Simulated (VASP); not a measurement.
Given:

```xyz
4
Lattice="1.6621 -5.2844 0.0000 1.6621 5.2844 0.0000 0.0000 0.0000 4.3781" Properties=species:S:1:pos:R:3 pbc="T T T"
P      1.6621     4.2139     4.0264
P      1.6621     1.0705     1.8374
P      1.6621    -1.0705     2.5407
P      1.6621    -4.2139     0.3517
```

Level of theory: TPSS meta-GGA, VASP's PBE PAW potentials (set 64) (plane waves; VASP 6.6.1). Numerical set-up: 520 eV cut-off, 8×8×6 Γ-centred mesh, tetrahedra with Blöchl corrections, potentials P.

The cores are frozen, which limits the accuracy of field gradients. Without a dispersion term in the relaxation, distances and binding between the weakly bound layers, chains or molecules are unreliable, and so is what depends on them.

Task: Give the principal components of the electric field gradient (V/Å²) and the asymmetry η at each nucleus.

Result: 
```tsv
atom	Vxx	Vyy	Vzz	η
P1	40.4	35.1	-75.4	0.07
P2	40.4	35.1	-75.4	0.07
P3	40.4	35.1	-75.4	0.07
P4	40.4	35.1	-75.4	0.07
```

The compound is P in the black structure. It was relaxed first.
